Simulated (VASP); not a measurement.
# Li(111): what the settings do to the level below the vacuum, part 3 of 5

How far does the level below the vacuum of Li(111) depend on the numerical settings, and how far on the functional?

VASP 6.6.1, plane waves and PAW; the level of theory is named at each step.

So far. Step 5 (Another mesh, mesh points along a 9, k-mesh 9×9×1): Against the base run its depth below the vacuum changes by +0.08 eV and the energy by +0.1 meV an atom.

## Step 8: Another vacuum, vacuum width 8

Level of this step: PBEsol; plane waves and PAW (Li) (VASP).

INCAR

```
SYSTEM = Li
PREC = Normal
ENCUT = 350
EDIFF = 1E-06
NELM = 120
ISMEAR = 1
SIGMA = 0.1
LREAL = .FALSE.
ALGO = Normal
GGA = PS
NBANDS = 16
LORBIT = 11
LWAVE = .FALSE.
LCHARG = .FALSE.
KPAR = 4
IDIPOL = 3
LDIPOL = .TRUE.
DIPOL = 0.5 0.5 0.5
LVHAR = .TRUE.
LVACPOTAV = .TRUE.
```

POSCAR

```
Li
1.0
    4.9356053327      0.0000000000      0.0000000000
    2.4678026663      4.2743596012      0.0000000000
    0.0000000000      0.0000000000     18.0747621974
Li
11
Direct
    0.6666666667      0.6666666667      0.2213030499
    0.0000000000      0.0000000000      0.2770424399
    0.3333333333      0.3333333333      0.3327818299
    0.6666666667      0.6666666667      0.3885212199
    0.0000000000      0.0000000000      0.4442606100
    0.3333333333      0.3333333333      0.5000000000
    0.6666666667      0.6666666667      0.5557393900
    0.0000000000      0.0000000000      0.6114787801
    0.3333333333      0.3333333333      0.6672181701
    0.6666666667      0.6666666667      0.7229575601
    0.0000000000      0.0000000000      0.7786969501
```

KPOINTS

```
Automatic mesh
0
Gamma
6 6 1
0 0 0
```

The projector-augmented-wave data sets are Li (PBE family, release 64).

Command:

```
mpirun -np 4 vasp_std
```

What it wrote:

```text
[... set-up lines as in an earlier step ...]
 entering main loop
       N       E                     dE             d eps       ncg     rms          rms(c)
DAV:   1    -0.104411399809E+02   -0.10441E+02   -0.19057E+03   224   0.291E+02
DAV:   2    -0.216596287156E+02   -0.11218E+02   -0.10088E+02   296   0.378E+01
DAV:   3    -0.222413023081E+02   -0.58167E+00   -0.57828E+00   320   0.883E+00
DAV:   4    -0.222618177224E+02   -0.20515E-01   -0.20513E-01   280   0.187E+00
[...]
DAV:  15    -0.200141210825E+02   -0.22876E-04   -0.39871E-05   280   0.200E-02    0.263E-03
DAV:  16    -0.200141304991E+02   -0.94166E-05   -0.21059E-05   280   0.175E-02    0.869E-04
DAV:  17    -0.200141303856E+02    0.11353E-06   -0.12542E-06   288   0.338E-03
 [... a notice as in an earlier step ...]

   1 F= -.20014130E+02 E0= -.20013231E+02  d E =-.269903E-02
 [... a notice as in an earlier step ...]
```

Run time: 5.4 s. Hardware: 4 MPI ranks of Intel Xeon 6975P-C (Granite Rapids), shared host; peak memory 0.8 GiB; 20 s of CPU time.

Parts of OUTCAR (step 8):

```text
  Total       -1.2965640     -1.2965640     -1.1332451      0.0000000     -0.0000000     -0.0000000
  in kB       -5.4477915     -5.4477915     -4.7615720      0.0000000     -0.0000000     -0.0000000
  external PRESSURE =      -5.2190517 kB  Pullay stress =       0.0000000 kB

 POSITION                                       TOTAL-FORCE (eV/Angst)
 -----------------------------------------------------------------------------------
      4.93561      2.84957      4.00000         0.000000     -0.000000      0.040774
      0.00000      0.00000      5.00748         0.000000      0.000000      0.207118
      2.46780      1.42479      6.01495         0.000000      0.000000     -0.092998
      4.93561      2.84957      7.02243         0.000000      0.000000     -0.083064
      0.00000      0.00000      8.02990         0.000000     -0.000000      0.003921
      2.46780      1.42479      9.03738         0.000000      0.000000      0.000000
      4.93561      2.84957     10.04486         0.000000      0.000000     -0.003921
      0.00000      0.00000     11.05233         0.000000      0.000000      0.083064
      2.46780      1.42479     12.05981         0.000000     -0.000000      0.092998
      4.93561      2.84957     13.06729        -0.000000      0.000000     -0.207118
      0.00000      0.00000     14.07476        -0.000000      0.000000     -0.040774
 -----------------------------------------------------------------------------------
    total drift:                                0.000000      0.000000      0.000000

  FREE ENERGIE OF THE ION-ELECTRON SYSTEM (eV)
  ---------------------------------------------------
  free  energy   TOTEN  =       -20.0141303856 eV

  energy  without entropy=      -20.0114313526  energy(sigma->0) =      -20.01323071

[... 1 part as in an earlier step ...]

[... 2 further parts left out ...]
[key lines of the parts left out:]
E-fermi :  -0.7221
```

The program found no flat vacuum in this gap and printed no vacuum level, so no level below the vacuum can be given.

## Step 9: Another vacuum, vacuum width 24

INCAR is that of step 8.

POSCAR

```
Li
1.0
    4.9356053327      0.0000000000      0.0000000000
    2.4678026663      4.2743596012      0.0000000000
    0.0000000000      0.0000000000     34.0747621974
Li
11
Direct
    0.6666666667      0.6666666667      0.3521668011
    0.0000000000      0.0000000000      0.3817334408
    0.3333333333      0.3333333333      0.4113000806
    0.6666666667      0.6666666667      0.4408667204
    0.0000000000      0.0000000000      0.4704333602
    0.3333333333      0.3333333333      0.5000000000
    0.6666666667      0.6666666667      0.5295666398
    0.0000000000      0.0000000000      0.5591332796
    0.3333333333      0.3333333333      0.5886999194
    0.6666666667      0.6666666667      0.6182665592
    0.0000000000      0.0000000000      0.6478331989
```

KPOINTS is that of step 8.

Command:

```
mpirun -np 4 vasp_std
```

What it wrote:

```text
[... set-up lines as in an earlier step ...]
 entering main loop
       N       E                     dE             d eps       ncg     rms          rms(c)
DAV:   1    -0.152495320509E+01   -0.15250E+01   -0.17879E+03   224   0.268E+02
DAV:   2    -0.211144996289E+02   -0.19590E+02   -0.17950E+02   352   0.464E+01
DAV:   3    -0.222047916318E+02   -0.10903E+01   -0.10694E+01   280   0.117E+01
DAV:   4    -0.222626454414E+02   -0.57854E-01   -0.57830E-01   352   0.309E+00
[...]
DAV:  20    -0.200187925738E+02   -0.25640E-05   -0.10761E-07   264   0.963E-04    0.206E-04
DAV:  21    -0.200187946214E+02   -0.20476E-05   -0.12293E-07   280   0.684E-04    0.373E-05
DAV:  22    -0.200187948276E+02   -0.20621E-06   -0.93896E-09   248   0.317E-04
   1 F= -.20018795E+02 E0= -.20018491E+02  d E =-.911431E-03
```

It took 13 s on 4 MPI ranks; peak memory 1.2 GiB.

From OUTCAR (step 9):

```text
  Total       -1.2504994     -1.2504994     -1.2203741      0.0000000     -0.0000000      0.0000000
  in kB       -2.7870821     -2.7870821     -2.7199396      0.0000000     -0.0000000      0.0000000
  external PRESSURE =      -2.7647013 kB  Pullay stress =       0.0000000 kB

 POSITION                                       TOTAL-FORCE (eV/Angst)
 -----------------------------------------------------------------------------------
      4.93561      2.84957     12.00000        -0.000000     -0.000000      0.044769
      0.00000      0.00000     13.00748        -0.000000      0.000000      0.206499
      2.46780      1.42479     14.01495         0.000000     -0.000000     -0.093714
      4.93561      2.84957     15.02243         0.000000     -0.000000     -0.087550
      0.00000      0.00000     16.02990         0.000000     -0.000000      0.010342
      2.46780      1.42479     17.03738         0.000000     -0.000000     -0.000000
      4.93561      2.84957     18.04486         0.000000     -0.000000     -0.010342
      0.00000      0.00000     19.05233         0.000000     -0.000000      0.087550
      2.46780      1.42479     20.05981         0.000000     -0.000000      0.093714
      4.93561      2.84957     21.06729         0.000000     -0.000000     -0.206499
      0.00000      0.00000     22.07476         0.000000     -0.000000     -0.044769
 -----------------------------------------------------------------------------------
    total drift:                                0.000000      0.000000      0.000000

  FREE ENERGIE OF THE ION-ELECTRON SYSTEM (eV)
  ---------------------------------------------------
  free  energy   TOTEN  =       -20.0187948276 eV

  energy  without entropy=      -20.0178833963  energy(sigma->0) =      -20.01849102

[... 1 part as in an earlier step ...]

[... 2 further parts left out ...]
[key lines of the parts left out:]
E-fermi :  -1.6795
```

Against the base run its depth below the vacuum changes by -0.00 eV and the energy by -0.0 meV an atom.

## Step 10: Comparing the runs

Times are for 4 MPI ranks of Intel Xeon 6975P-C (Granite Rapids), shared host. The series side by side:

```csv
no.,vacuum width,electronic cycles,time,memory (GiB)
1,5,15,4.4 s,0.71
2,8,17,5.4 s,0.8
3,24,22,13 s,1.2
```

## Step 11: A lower cutoff, ENCUT 210

A lower cutoff is cheaper, and the test is whether a potential difference survives it better than the total energy.

INCAR, as its differences from that of step 9:

```diff
@@ -2,3 +2,3 @@
 PREC = Normal
-ENCUT = 350
+ENCUT = 210
 EDIFF = 1E-06
```

POSCAR

```
Li
1.0
    4.9356053327      0.0000000000      0.0000000000
    2.4678026663      4.2743596012      0.0000000000
    0.0000000000      0.0000000000     28.0747621974
Li
11
Direct
    0.6666666667      0.6666666667      0.3205726174
    0.0000000000      0.0000000000      0.3564580939
    0.3333333333      0.3333333333      0.3923435704
    0.6666666667      0.6666666667      0.4282290470
    0.0000000000      0.0000000000      0.4641145235
    0.3333333333      0.3333333333      0.5000000000
    0.6666666667      0.6666666667      0.5358854765
    0.0000000000      0.0000000000      0.5717709530
    0.3333333333      0.3333333333      0.6076564296
    0.6666666667      0.6666666667      0.6435419061
    0.0000000000      0.0000000000      0.6794273826
```

KPOINTS is that of step 9.

Command:

```
mpirun -np 4 vasp_std
```

What it wrote:

```text
[... set-up lines as in an earlier step ...]
 entering main loop
       N       E                     dE             d eps       ncg     rms          rms(c)
DAV:   1    -0.938874204552E+01   -0.93887E+01   -0.15531E+03   224   0.192E+02
DAV:   2    -0.215193232786E+02   -0.12131E+02   -0.11170E+02   320   0.363E+01
DAV:   3    -0.222218724608E+02   -0.70255E+00   -0.69771E+00   304   0.930E+00
DAV:   4    -0.222545064179E+02   -0.32634E-01   -0.32632E-01   328   0.230E+00
[...]
DAV:  20    -0.200094364486E+02   -0.50076E-05   -0.31997E-07   296   0.108E-03    0.198E-04
DAV:  21    -0.200094416634E+02   -0.52148E-05   -0.49016E-07   224   0.990E-04    0.468E-05
DAV:  22    -0.200094418635E+02   -0.20008E-06   -0.10312E-08   280   0.302E-04
 [... a notice as in an earlier step ...]

   1 F= -.20009442E+02 E0= -.20009135E+02  d E =-.921552E-03
```

Run time: 5 s. Hardware: 4 MPI ranks; peak memory 0.65 GiB.

From OUTCAR (step 11):

```text
  Total       -1.2729035     -1.2729035     -1.2450904      0.0000000      0.0000000      0.0000000
  in kB       -3.4433287     -3.4433287     -3.3680917      0.0000000      0.0000000      0.0000000
  external PRESSURE =      -3.4182497 kB  Pullay stress =       0.0000000 kB

 POSITION                                       TOTAL-FORCE (eV/Angst)
 -----------------------------------------------------------------------------------
      4.93561      2.84957      9.00000        -0.000000     -0.000000      0.042992
      0.00000      0.00000     10.00748         0.000000     -0.000000      0.205694
      2.46780      1.42479     11.01495        -0.000000     -0.000000     -0.094324
      4.93561      2.84957     12.02243        -0.000000     -0.000000     -0.087385
      0.00000      0.00000     13.02990        -0.000000     -0.000000      0.010224
      2.46780      1.42479     14.03738        -0.000000     -0.000000     -0.000000
      4.93561      2.84957     15.04486         0.000000     -0.000000     -0.010224
      0.00000      0.00000     16.05233        -0.000000     -0.000000      0.087385
      2.46780      1.42479     17.05981         0.000000      0.000000      0.094324
      4.93561      2.84957     18.06729         0.000000      0.000000     -0.205694
      0.00000      0.00000     19.07476         0.000000      0.000000     -0.042992
 -----------------------------------------------------------------------------------
    total drift:                                0.000000      0.000000      0.000000

  FREE ENERGIE OF THE ION-ELECTRON SYSTEM (eV)
  ---------------------------------------------------
  free  energy   TOTEN  =       -20.0094418635 eV

  energy  without entropy=      -20.0085203114  energy(sigma->0) =      -20.00913468

[... 1 part as in an earlier step ...]

[... 2 further parts left out ...]
[key lines of the parts left out:]
E-fermi :  -1.4442
```

Numbers from this step:

```yaml
free_energy_toten: -20.01 eV
energy_at_zero_smearing: -20.01 eV
fermi_energy: -1.444 eV
vacuum_levels: 1.333, 1.333 eV
```

Against the base run its depth below the vacuum changes by -0.00 eV and the energy by +0.8 meV an atom.

## Step 12: A lower cutoff, ENCUT 280

INCAR, as its differences from that of step 11:

```diff
@@ -2,3 +2,3 @@
 PREC = Normal
-ENCUT = 210
+ENCUT = 280
 EDIFF = 1E-06
```

POSCAR is that of step 11.

KPOINTS is that of step 11.

Command:

```
mpirun -np 4 vasp_std
```

What it wrote:

```text
[... set-up lines as in an earlier step ...]
 entering main loop
       N       E                     dE             d eps       ncg     rms          rms(c)
DAV:   1    -0.560406739105E+01   -0.56041E+01   -0.16798E+03   224   0.235E+02
DAV:   2    -0.211970446985E+02   -0.15593E+02   -0.14336E+02   352   0.418E+01
DAV:   3    -0.222154522685E+02   -0.10184E+01   -0.10058E+01   288   0.112E+01
DAV:   4    -0.222645896990E+02   -0.49137E-01   -0.49115E-01   360   0.275E+00
[...]
DAV:  20    -0.200183732271E+02   -0.50139E-05   -0.30034E-07   240   0.110E-03    0.203E-04
DAV:  21    -0.200183783029E+02   -0.50758E-05   -0.46237E-07   224   0.979E-04    0.430E-05
DAV:  22    -0.200183784994E+02   -0.19648E-06   -0.95669E-09   256   0.305E-04
 [... a notice as in an earlier step ...]

   1 F= -.20018378E+02 E0= -.20018074E+02  d E =-.912201E-03
```

It took 7 s on 4 MPI ranks; peak memory 0.79 GiB.

From OUTCAR (step 12):

```text
  Total       -1.2497699     -1.2497699     -1.2204248      0.0000000      0.0000000      0.0000000
  in kB       -3.3807502     -3.3807502     -3.3013689      0.0000000      0.0000000      0.0000000
  external PRESSURE =      -3.3542898 kB  Pullay stress =       0.0000000 kB

 POSITION                                       TOTAL-FORCE (eV/Angst)
 -----------------------------------------------------------------------------------
      4.93561      2.84957      9.00000        -0.000000      0.000000      0.044668
      0.00000      0.00000     10.00748        -0.000000     -0.000000      0.206566
      2.46780      1.42479     11.01495        -0.000000     -0.000000     -0.093769
      4.93561      2.84957     12.02243        -0.000000     -0.000000     -0.087585
      0.00000      0.00000     13.02990        -0.000000     -0.000000      0.010349
      2.46780      1.42479     14.03738         0.000000     -0.000000     -0.000000
      4.93561      2.84957     15.04486         0.000000      0.000000     -0.010349
      0.00000      0.00000     16.05233         0.000000      0.000000      0.087585
      2.46780      1.42479     17.05981         0.000000      0.000000      0.093769
      4.93561      2.84957     18.06729         0.000000     -0.000000     -0.206566
      0.00000      0.00000     19.07476         0.000000     -0.000000     -0.044668
 -----------------------------------------------------------------------------------
    total drift:                                0.000006      0.000003     -0.000004

  FREE ENERGIE OF THE ION-ELECTRON SYSTEM (eV)
  ---------------------------------------------------
  free  energy   TOTEN  =       -20.0183784994 eV

  energy  without entropy=      -20.0174662980  energy(sigma->0) =      -20.01807443

[... 1 part as in an earlier step ...]

[... 2 further parts left out ...]
[key lines of the parts left out:]
E-fermi :  -1.4448
```

This step gave:

```
free energy (TOTEN)                        : -20.02 eV
energy at zero smearing                    : -20.02 eV
Fermi energy                               : -1.445 eV
work functions of the upper and lower face : 2.778, 2.778 eV
highest filled level below the vacuum      : 2.778 eV
```

Against the base run its depth below the vacuum changes by -0.00 eV and the energy by +0.0 meV an atom.

## Step 13: Another smearing width, SIGMA 0.02

The width trades sharpness at the Fermi level against the mesh needed.

INCAR, as its differences from that of step 12:

```diff
@@ -2,3 +2,3 @@
 PREC = Normal
-ENCUT = 280
+ENCUT = 350
 EDIFF = 1E-06
@@ -6,3 +6,3 @@
 ISMEAR = 1
-SIGMA = 0.1
+SIGMA = 0.02
 LREAL = .FALSE.
```

POSCAR is that of step 12.

KPOINTS is that of step 12.

Command:

```
mpirun -np 4 vasp_std
```

What it wrote:

```text
[... set-up lines as in an earlier step ...]
 entering main loop
       N       E                     dE             d eps       ncg     rms          rms(c)
DAV:   1    -0.547080602553E+01   -0.54708E+01   -0.18534E+03   224   0.274E+02
DAV:   2    -0.212886892106E+02   -0.15818E+02   -0.14522E+02   336   0.442E+01
DAV:   3    -0.222191279963E+02   -0.93044E+00   -0.91911E+00   304   0.110E+01
DAV:   4    -0.222643906890E+02   -0.45263E-01   -0.45255E-01   368   0.274E+00
[...]
DAV:  20    -0.200162892288E+02   -0.43987E-05   -0.27408E-07   256   0.112E-03    0.147E-04
DAV:  21    -0.200162921188E+02   -0.28900E-05   -0.26218E-07   208   0.820E-04    0.345E-05
DAV:  22    -0.200162922120E+02   -0.93212E-07   -0.54324E-09   264   0.248E-04
 [... a notice as in an earlier step ...]

   1 F= -.20016292E+02 E0= -.20015864E+02  d E =-.128435E-02
```

Elapsed: 11 s, on 4 MPI ranks; peak memory 1 GiB.

From OUTCAR (step 13):

```text
  Total       -1.2020793     -1.2020793     -1.2916562      0.0000000      0.0000000      0.0000000
  in kB       -3.2517423     -3.2517423     -3.4940567      0.0000000      0.0000000      0.0000000
  external PRESSURE =      -3.3325138 kB  Pullay stress =       0.0000000 kB

 POSITION                                       TOTAL-FORCE (eV/Angst)
 -----------------------------------------------------------------------------------
      4.93561      2.84957      9.00000        -0.000000      0.000000      0.046689
      0.00000      0.00000     10.00748         0.000000      0.000000      0.210994
      2.46780      1.42479     11.01495        -0.000000     -0.000000     -0.094038
      4.93561      2.84957     12.02243        -0.000000     -0.000000     -0.084305
      0.00000      0.00000     13.02990        -0.000000     -0.000000      0.012731
      2.46780      1.42479     14.03738        -0.000000     -0.000000     -0.000000
      4.93561      2.84957     15.04486        -0.000000     -0.000000     -0.012731
      0.00000      0.00000     16.05233        -0.000000     -0.000000      0.084305
      2.46780      1.42479     17.05981         0.000000      0.000000      0.094038
      4.93561      2.84957     18.06729        -0.000000     -0.000000     -0.210994
      0.00000      0.00000     19.07476         0.000000     -0.000000     -0.046689
 -----------------------------------------------------------------------------------
    total drift:                                0.000000      0.000000      0.000000

  FREE ENERGIE OF THE ION-ELECTRON SYSTEM (eV)
  ---------------------------------------------------
  free  energy   TOTEN  =       -20.0162922120 eV

  energy  without entropy=      -20.0150078599  energy(sigma->0) =      -20.01586409

[... 2 parts as in an earlier step ...]

[... 1 further part left out ...]
[key lines of the parts left out:]
E-fermi :  -1.4196
```

This step gave:

```yaml
fermi_energy: -1.420 eV
vacuum_levels: 1.329, 1.329 eV
work_functions_of_the_upper_and_lower_face: 2.749, 2.749 eV
highest_filled_level_below_the_vacuum: 2.749 eV
```

Against the base run its depth below the vacuum changes by -0.03 eV and the energy by +0.2 meV an atom.

(Part 3 of 5 ends here.)

[Lines on the potential files, build, host, timing and source positions are cut from VASP's logs without a mark.]

[Logs are printed without paths, hosts, clocks, repeated set-up lines and the standing remarks that a program may print on its own settings, such as how far it seeks lower states.]

[Hosts, paths, dates, database ids (printed as entryN), source tags and the programs' standing remarks are cut or masked in the printed files.]

[In band tables of VASP the shares of atoms and orbitals are scaled to a sum of 1 inside the atoms' spheres.]

[Runs that stopped without an error message from VASP are left out.]
